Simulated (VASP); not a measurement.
Calculation: PBE GGA, VASP's PBE PAW potentials (set 64) (plane waves; VASP).

The input files of a VASP run:

### KPOINTS
```
K-points
0
Gamma
  7 7 7
0 0 0
```

### POSCAR
```
SnTe
1.0
  0.0000000000   3.2349549819   3.2349549819
  3.2349549819   0.0000000000   3.2349549819
  3.2349549819   3.2349549819   0.0000000000
Sn Te
1 1
direct
  0.0000000000   0.0000000000   0.0000000000
  0.5000000000   0.5000000000   0.5000000000
```

**INCAR**
```
NELM=100   # most electronic steps
LASPH=T
ALGO=Normal   # blocked Davidson
ENCUT=520
LCHARG=F
ISMEAR=0   # Gaussian
SIGMA=0.05   # width (eV)
SYSTEM=SnTe
LWAVE=F
LMAXMIX=4
ISIF=2   # forces and stress, cell fixed
EDIFF=1E-7   # SCF stop (eV)
PREC=Accurate
GGA=PE
LREAL=F   # projection in real space or not
```

POTCAR, in this order: Sn_d Te (PBE.64 set). Program: vasp_std.

What will the output report for the number of irreducible k-points (NKPTS), largest plane-wave count, number of space-group operations, FFT grid (NGX, NGY, NGZ)?

```json
{
 "number of irreducible k-points (NKPTS)": "20",
 "largest_plane_wave_count": "1841",
 "number_of_space_group_operations": "48",
 "FFT grid (NGX, NGY, NGZ)": "36 × 36 × 36"
}
```

The compound is SnTe in the rock salt structure, which distorts at low temperature. This cell is one point of a volume scan, at 1.03 of the reference volume.
